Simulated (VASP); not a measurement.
The input files of a VASP run:

**POSCAR**
```
Ga3Au
1.0
 -2.0990219373   2.0990219373   3.9128604002
  2.0990219373  -2.0990219373   3.9128604002
  2.0990219373   2.0990219373  -3.9128604002
Ga Au
3 1
Cartesian
  0.0000000000   2.0990219373   1.9564302001
  2.0990219373   0.0000000000   1.9564302001
  0.0000000000   0.0000000000   3.9128604002
  0.0000000000   0.0000000000   0.0000000000
```

### INCAR
```
SYSTEM = Ga3Au
PREC = Accurate
ENCUT = 400
EDIFF = 1E-6
NELM = 100
ALGO = Normal
LREAL = .FALSE.
LASPH = .TRUE.
ISMEAR = 1
SIGMA = 0.1
GGA = PS
LMAXMIX = 6
LWAVE = .FALSE.
LCHARG = .FALSE.
IBRION = 2
ISIF = 3
NSW = 60
EDIFFG = -0.02
```

KPOINTS:
```
Automatic mesh
0
Gamma
9 9 9
0 0 0
```

POTCAR, in this order: Ga_d Au (PBE.64 set). Program: vasp_std.

Question: Translate this PBEsol calculation to Ansatz.

Answer: One equivalent input (not run):
Ansatz 0.2 input:
```yaml
crystal:
  lattice:
    - [-2.0990219, 2.0990219, 3.9128604]
    - [2.0990219, -2.0990219, 3.9128604]
    - [2.0990219, 2.0990219, -3.9128604]
  atoms:
    - { symbol: Ga, position: [0.7500000, 0.2500000, 0.5000000] }
    - { symbol: Ga, position: [0.2500000, 0.7500000, 0.5000000] }
    - { symbol: Ga, position: [0.5000000, 0.5000000, 0.0000000] }
    - { symbol: Au, position: [0.0000000, 0.0000000, 0.0000000] }
kpoints:
  mp_grid: { grid: [9, 9, 9] }
hamiltonian:
  xc: pbesol
  pseudopotentials: { kind: paw }
scf:
  occupations: { method: methfessel_paxton, width: 0.1 }
  max_iter: 100
relax:
  max_steps: 60
  f_tol: 0.02
  cell: {}
output: { forces: true, stress: true, eigenvalues: true }
```
Limits of the translation: each code has its own PAW files, so the cut-off isn't converted (ENCUT is set for VASP's; basis.ecutwfc is left out, and Ansatz then takes the one that its files recommend); Ansatz stops its SCF on the density residual and VASP on the energy change (EDIFF).

The structure comes from a computed database's Ga3Au entry (I4/mmm); how it stands against other phases isn't given here. This run relaxes it. Symmetry was kept, so distortions that lower it aren't found. The start is the result of an earlier pass.
